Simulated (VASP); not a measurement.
# Lattice of Sb across functionals and dispersion corrections, part 3 of 3

Aim: relax Sb at several levels and hold each cell against experiment. LASPH is on for some levels and off for others; the table marks which. The start is a cell from a database of measured crystal structures.

VASP 6.6.1, plane waves and PAW; the level of theory is named at each step.

Still holding for the runs below: The k-mesh is coarse for a metal.

So far. Step 3 (Relaxation with LDA): It ends at 29.68 Å³/atom, -1.5 % from the start, with -0.03 GPa left. The conventional cell has a = 4.304 and c = 11.100 Å. Step 4 (Relaxation with r2SCAN): It ends at 31.80 Å³/atom, +5.5 % from the start, with 0.01 GPa left. The conventional cell has a = 4.348 and c = 11.654 Å.

The database entry behind the starting cell differs from later determinations by our own check (c about 1.5 % short, from a theory paper), so it need not match the best structure at ambient conditions.

## 5. Relaxation with PBE + D3(BJ)

This step: PBE with D3(BJ); plane waves and PAW (Sb) (VASP 6.6.1).

A dispersion term adds the long-range attraction that semilocal functionals lack. D3 with Becke-Johnson damping keeps a finite attraction at short range.

INCAR

```
SYSTEM = Sb
PREC = Accurate
ENCUT = 520
EDIFF = 1E-06
NELM = 100
ISMEAR = -1
SIGMA = 0.05
LREAL = .FALSE.
ALGO = Normal
GGA = PE
IVDW = 12
NBANDS = 11
LORBIT = 11
LWAVE = .FALSE.
LCHARG = .FALSE.
KPAR = 2
IBRION = 2
NSW = 60
ISIF = 3
EDIFFG = -0.01
```

POSCAR

```
Sb
1.0
    2.1682650000      1.2518483814      3.7015700000
   -2.1682650000      1.2518483814      3.7015700000
    0.0000000000     -2.5036967628      3.7015700000
Sb
2
Direct
    0.2231200000      0.2231200000      0.2231200000
    0.7768800000      0.7768800000      0.7768800000
```

KPOINTS

```
Automatic mesh
0
Gamma
6 6 6
0 0 0
```

PAW data sets: Sb (PBE family, release 64).

Command:

```sh
$ mpirun -np 2 vasp_std
```

The program printed:

```text
[... set-up lines as in an earlier step ...]
 entering main loop
       N       E                     dE             d eps       ncg     rms          rms(c)
[... 11 cycles as in an earlier step ...]
   1 F= -.90178446E+01 E0= -.90165001E+01  d E =-.901784E+01
[... from here on, the cycles between the ionic steps are left out ...]
   2 F= -.91188832E+01 E0= -.91174419E+01  d E =-.101039E+00
   3 F= -.91471610E+01 E0= -.91457962E+01  d E =-.129316E+00
   4 F= -.91975903E+01 E0= -.91964858E+01  d E =-.504294E-01
   5 F= -.92144626E+01 E0= -.92130966E+01  d E =-.673016E-01
   6 F= -.92147400E+01 E0= -.92132720E+01  d E =-.675790E-01
   7 F= -.92147393E+01 E0= -.92132412E+01  d E =-.675784E-01
   8 F= -.92154010E+01 E0= -.92139268E+01  d E =-.661699E-03
   9 F= -.92156788E+01 E0= -.92142487E+01  d E =-.939474E-03
  10 F= -.92160273E+01 E0= -.92146372E+01  d E =-.348555E-03
  11 F= -.92160442E+01 E0= -.92146637E+01  d E =-.365400E-03
  12 F= -.92160445E+01 E0= -.92146632E+01  d E =-.365666E-03
  13 F= -.92160668E+01 E0= -.92146936E+01  d E =-.223486E-04
 trial-energy change:   -0.000022  1 .order   -0.000022   -0.000030   -0.000014
 step:   1.4799(harm=  1.4799)  dis= 0.00095  next Energy=    -9.216073 (dE=-0.284E-04)
 reached required accuracy - stopping structural energy minimisation
```

It took 53 s on 2 MPI ranks of AMD EPYC 9R45, shared host; peak memory 0.41 GiB; 1.7 min of CPU time.

OUTCAR, selected parts (step 5):

```text
 Edisp (eV)   -0.94823

 Edisp (eV)   -0.94902

  Total      -0.01210    -0.01210    -0.01073     0.00000    -0.00000     0.00000
  in kB      -0.32222    -0.32222    -0.28581     0.00000    -0.00000     0.00000
  external pressure =       -0.31 kB  Pullay stress =        0.00 kB

 POSITION                                       TOTAL-FORCE (eV/Angst)
 -----------------------------------------------------------------------------------
      0.00000      0.00000      2.61891         0.000000      0.000000      0.005878
      0.00000      0.00000      8.53931        -0.000000      0.000000     -0.005878
 -----------------------------------------------------------------------------------
    total drift:                               -0.000000     -0.000000      0.000000

  FREE ENERGIE OF THE ION-ELECTRON SYSTEM (eV)
  ---------------------------------------------------
  free  energy   TOTEN  =        -9.2160668064 eV

  energy  without entropy=       -9.2133203448  energy(sigma->0) =       -9.21469358

[... 2 parts as in an earlier step ...]

[... 2 further parts left out ...]
[key lines of the parts left out:]
E-fermi :   7.3452
```

Relaxation path:

```
step  energy less that of the first step (eV)  largest force (eV/Å)  pressure (GPa)  volume (Å³)
   1                                   0.0000                1.6055            3.87        60.28
   2                                  -0.1010                0.0582           -3.92        66.86
   3                                  -0.1293                0.4962           -1.86        64.62
   4                                  -0.1797                0.2488           -1.07        62.58
   5                                  -0.1966                0.0329           -0.25        60.79
   6                                  -0.1969                0.0086           -0.14        60.55
   7                                  -0.1969                0.0010           -0.10        60.47
   8                                  -0.1976                0.0182            0.06        60.25
   9                                  -0.1978                0.0346            0.21        60.05
  10                                  -0.1982                0.0120            0.00        60.18
  11                                  -0.1982                0.0050           -0.06        60.23
  12                                  -0.1982                0.0057           -0.06        60.22
  13                                  -0.1982                0.0059           -0.03        60.17
```

```
conventional cell, symmetrised  before   after  change
                         a (Å)   4.337   4.322  -0.3 %
                         b (Å)   4.337   4.322  -0.3 %
                         c (Å)  11.105  11.158  +0.5 %
              volume (Å³/atom)   30.14   30.09  -0.2 %
```

The atoms that moved most (Å, as changes of fractional coordinates times the final cell):

```
atom     dx     dy      dz  length
 Sb1  0.000  0.000   0.129   0.129
 Sb2  0.000  0.000  -0.129   0.129
```

Final coordinates:

```xyz
2
Lattice="2.1611 1.2477 3.7194 -2.1611 1.2477 3.7194 0.0000 -2.4954 3.7194" Properties=species:S:1:pos:R:3 pbc="T T T"
Sb    0.0000    0.0000    2.6189
Sb    0.0000    0.0000    8.5393
```

It ends at 30.09 Å³/atom, -0.2 % from the start, with -0.03 GPa left. The conventional cell has a = 4.322 and c = 11.158 Å. Against plain PBE, the dispersion term moves a by -1.3 % and c by -3.8 %.

## 6. The cells as a table

This step: relaxed cells at several levels; plane waves and PAW (VASP 6.6.1).

No new run; the numbers come from the runs before.

Lengths are those of the conventional cell; cost is the wall time of each run, as given at its step, times its ranks, without the set-up around it; LASPH differs between rows, which moves results and costs too. Results by level, by row:

```
       level  volume (Å³/atom)  change from the start (%)  a (Å)  c (Å)  cost (core minutes)  LASPH
         PBE             32.11                        6.5  4.379  11.61                 1.57    off
         LDA             29.68                       -1.5  4.304   11.1                 1.27    off
      r2SCAN              31.8                        5.5  4.348  11.65                 6.84     on
PBE + D3(BJ)             30.09                       -0.2  4.322  11.16                 1.77    off
```

## 7. Outcome

```yaml
volume_pbe: 32.11 Å³/atom
volume_lda: 29.68 Å³/atom
volume_r2scan: 31.80 Å³/atom
volume_pbe_d3_bj: 30.09 Å³/atom
```

**Reading.** For Sb the levels give volumes between 29.68 Å³/atom (LDA) and 32.11 Å³/atom (PBE), a spread of 8.2 %, while the cost of the finished runs spans a factor of 5.4. Only a has a measured value here, so the levels are not ranked on the whole cell. The costs hold the number of ionic steps as well as the price of the functional. Adding D3(BJ) to PBE changes the volume by -6.3 % (a by -1.3 % and c by -3.8 %). Within 0.02 Å all end in space group R-3m; the runs can't lower the symmetry of the start. The k-sampling is coarse for a metal, so the Fermi level, pressures and the shape of the cell carry errors. LASPH is on for some levels and off for others, so differences between them are not the functional's alone. Each is a single relaxation on the plane waves of the start cell, so larger changes of volume carry a basis-set error that was not tested here.

Comparison with the measured values:

| quantity | measured | PBE | LDA | r2SCAN | PBE + D3(BJ) |
| --- | --- | --- | --- | --- | --- |
| lattice constant a (Å) | 4.3007 | 4.379 (+1.8 %) | 4.304 (+0.1 %) | 4.348 (+1.1 %) | 4.322 (+0.5 %) |
| lattice constant c (Å) | not in our table of this source | 11.605 | 11.100 | 11.654 | 11.158 |

Measured values from arxiv:cond-mat/0608676 (2006).

Verdict: For the lattice constant a, of the levels listed nearest comes LDA (+0.1 %, good agreement) and farthest PBE (+1.8 %, a clear miss). The grades are ours: good and fair within 0.7 and 1.5 % for the lattice constant a. Zero-point motion and thermal expansion (measured at up to 4 K) are not in the computed lattice constants.

[Lines on the potential files, build, host, timing and source positions are cut from VASP's logs without a mark.]

[Logs are printed without paths, hosts, clocks, repeated set-up lines and the standing remarks that a program may print on its own settings, such as how far it seeks lower states.]

[Hosts, paths, dates, database ids (printed as entryN), source tags and the programs' standing remarks are cut or masked in the printed files.]

[A measured line is paired with the nearest computed mode of its activity, which favours agreement.]

[In band tables of VASP the shares of atoms and orbitals are scaled to a sum of 1 inside the atoms' spheres.]
